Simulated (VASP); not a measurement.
Level of theory: PBE GGA, VASP's PBE PAW potentials (set 64) (plane waves; VASP).

VASP ran on this input.

### INCAR
```
# general
SYSTEM   =  MgI2
PREC     =  Accurate
ENCUT    =  400
LREAL    =  F
LASPH    =  T

# electronic loop
EDIFF    =  1E-6
NELM     =  100
ALGO     =  Normal
LMAXMIX  =  4

# smearing
ISMEAR   =  0
SIGMA    =  0.05

# functional
GGA      =  PE

# ions
ISIF     =  2

# output
LWAVE    =  F
LCHARG   =  F
```

### KPOINTS
```
Automatic mesh
0
G
  5 5 3
```

### POSCAR
```
MgI2
1
    2.1165000000    -3.6658850000     0.0000000000
    2.1165000000     3.6658850000     0.0000000000
    0.0000000000     0.0000000000     6.9972000000
Mg I
1 2
Direct
  0.0000000000   0.0000000000   0.0000000000
  0.3333330000   0.6666670000   0.2420000000
  0.6666670000   0.3333330000   0.7580000000
```

POTCAR, in this order: Mg I (PBE.64 set). Program: vasp_std.

The resulting files:

**OUTCAR**
```
 ion  position               nearest neighbor table
   1  0.000  0.000  0.000-   2 2.97   3 2.97   3 2.97   2 2.97   3 2.97   2 2.97
   2  0.333  0.667  0.242-   1 2.97   1 2.97   1 2.97
   3  0.667  0.333  0.758-   1 2.97   1 2.97   1 2.97
  LATTYP: Found a hexagonal cell.
 ALAT       =     4.2329995374
 C/A-ratio  =     1.6530122289
 Subroutine PRICEL returns:
 Original cell was already a primitive cell.
 Subroutine GETGRP returns: Found 12 space group operations
The static configuration has the point symmetry D_3d.
The dynamic configuration has the point symmetry D_3d.
 Subroutine INISYM returns: Found 12 space group operations
 Subroutine IBZKPT returns following result:
 Found     12 irreducible k-points:

 Following reciprocal coordinates:
            Coordinates               Weight
  0.000000  0.000000  0.000000      1.000000
  0.200000  0.000000  0.000000      6.000000
  0.400000  0.000000  0.000000      6.000000
  0.200000  0.200000  0.000000      6.000000
  0.400000  0.200000  0.000000      6.000000
  0.000000  0.000000  0.333333      2.000000
  0.200000  0.000000  0.333333      6.000000
  0.000000  0.200000  0.333333      6.000000
  0.400000  0.000000  0.333333      6.000000
  0.000000  0.400000  0.333333      6.000000
  0.200000  0.200000  0.333333     12.000000
  0.400000  0.200000  0.333333     12.000000
   k-points           NKPTS =     12   k-points in BZ     NKDIM =     12   number of bands    NBANDS=     12
   number of dos      NEDOS =    301   number of ions     NIONS =      3
   total plane-waves  NPLWV =  37632
   dimension x,y,z NGX =    28 NGY =   28 NGZ =   48
   dimension x,y,z NGXF=    56 NGYF=   56 NGZF=   96
   ions per type =               1   2
   PREC   = accura    normal or accurate (medium, high low for compatibility)
   ISTART =      0    job   : 0-new  1-cont  2-samecut
   ICHARG =      2    charge: 1-file 2-atom 10-const
   ISPIN  =      1    spin polarized calculation?
   LNONCOLLINEAR =      F non collinear calculations
   LSORBIT =      F    spin-orbit coupling
   INIWAV =      1    electr: 0-lowe 1-rand  2-diag
   ENCUT  =  400.0 eV  29.40 Ry    5.42 a.u.   6.90  6.90 11.41*2*pi/ulx,y,z
   NELM   =    100;   NELMIN=  2; NELMDL= -5     # of ELM steps
   EDIFF  = 0.1E-05   stopping-criterion for ELM
   LREAL  =      F    real-space projection
   NLSPLINE    = F    spline interpolate recip. space projectors
   LMAXMIX     =    4 max onsite mixed and CHGCAR
   VOSKOWN=      0    Vosko Wilk Nusair interpolation
   EDIFFG = 0.1E-04   stopping-criterion for IOM
   NSW    =      0    number of steps for IOM
   NBLOCK =      1;   KBLOCK =      1    inner block; outer block
   IBRION =     -1    ionic relax: 0-MD 1-quasi-New 2-CG
   NFREE  =      0    steps in history (QN), initial steepest desc. (CG)
   ISIF   =      2    stress and relaxation
   ISYM   =      2    0-nonsym 1-usesym 2-fastsym
   TEIN   =    0.0    initial temperature
   TEBEG  =    0.0;   TEEND  =   0.0 temperature during run
   SMASS  =  -3.00    Nose mass-parameter (am)
   PSTRESS=    0.0 pullay stress
   NELECT =      16.0000    total number of electrons
   EFERMI =   0.00;   METHOD = LEGACY
   ISMEAR =     0;   SIGMA  =   0.05  broadening in eV -4-tet -1-fermi 0-gaus
   IALGO  =     38    algorithm
   LDIAG  =      T    sub-space diagonalisation (order eigenvalues)
   IMIX   =      4    mixing-type and parameters
     AMIX     =   0.40;   BMIX     =  1.00
     AMIX_MAG =   1.60;   BMIX_MAG =  1.00
     AMIN     =   0.10
   GGA     = PE    functional components
   VOSKOWN =     0    Vosko Wilk Nusair interpolation
   LHFCALC =     F    Hartree Fock is set to
   LHFONE  =     F    Hartree Fock one center treatment
   AEXX    =    0.0000 exact exchange contribution
...
```

File OSZICAR:
```
       N       E                     dE             d eps       ncg     rms          rms(c)
DAV:   1     0.704531661377E+02    0.70453E+02   -0.50462E+03   288   0.838E+02
DAV:   2    -0.267344283006E+01   -0.73127E+02   -0.68905E+02   432   0.137E+02
DAV:   3    -0.779219226641E+01   -0.51187E+01   -0.51004E+01   360   0.445E+01
DAV:   4    -0.788688007982E+01   -0.94688E-01   -0.94673E-01   372   0.765E+00
DAV:   5    -0.788903014191E+01   -0.21501E-02   -0.21500E-02   348   0.114E+00    0.372E+00
DAV:   6    -0.773703359881E+01    0.15200E+00   -0.17435E-01   300   0.230E+00    0.262E+00
DAV:   7    -0.770721603432E+01    0.29818E-01   -0.14831E-01   316   0.215E+00    0.811E-01
DAV:   8    -0.770570846441E+01    0.15076E-02   -0.96655E-03   344   0.612E-01    0.253E-01
DAV:   9    -0.770585817021E+01   -0.14971E-03   -0.11642E-03   340   0.245E-01    0.893E-02
DAV:  10    -0.770584706795E+01    0.11102E-04   -0.29003E-05   360   0.458E-02    0.494E-02
DAV:  11    -0.770585114326E+01   -0.40753E-05   -0.18596E-05   312   0.322E-02    0.243E-02
DAV:  12    -0.770585204395E+01   -0.90069E-06   -0.13132E-06   288   0.862E-03
   1 F= -.77058520E+01 E0= -.77058520E+01  d E =-.909084E-12
```

### OUTCAR
```
------------------------ aborting loop because EDIFF is reached ----------------------------------------
  FORCE on cell =-STRESS in cart. coord.  units (eV):
  Direction    XX          YY          ZZ          XY          YZ          ZX
  --------------------------------------------------------------------------------------
  Total       -0.3526456     -0.3526455     -0.1559207      0.0000000     -0.0000000      0.0000000
  in kB       -5.2035249     -5.2035234     -2.3007162      0.0000000     -0.0000000      0.0000000
  external PRESSURE =      -4.2359215 kB  Pullay stress =       0.0000000 kB
  volume of cell :      108.58
      direct lattice vectors                 reciprocal lattice vectors
     2.116500000 -3.665885000  0.000000000     0.236239074 -0.136392713  0.000000000
     2.116500000  3.665885000  0.000000000     0.236239074  0.136392713  0.000000000
     0.000000000  0.000000000  6.997200000     0.000000000  0.000000000  0.142914309
 POSITION                                       TOTAL-FORCE (eV/Angst)
 -----------------------------------------------------------------------------------
      0.00000      0.00000      0.00000         0.000000      0.000000      0.000000
      2.11650      1.22196      1.69332         0.000000     -0.000000     -0.218510
      2.11650     -1.22196      5.30388         0.000000      0.000000      0.218510
 -----------------------------------------------------------------------------------
    total drift:                               -0.000000     -0.000000      0.000000
  FREE ENERGIE OF THE ION-ELECTRON SYSTEM (eV)
  ---------------------------------------------------
  free  energy   TOTEN  =        -7.7058520440 eV

  energy  without entropy=       -7.7058520440  energy(sigma->0) =       -7.70585204
```
(Selected blocks of OUTCAR.)

The compound is MgI2 in the 1T layered structure. The cell was not relaxed at this level.
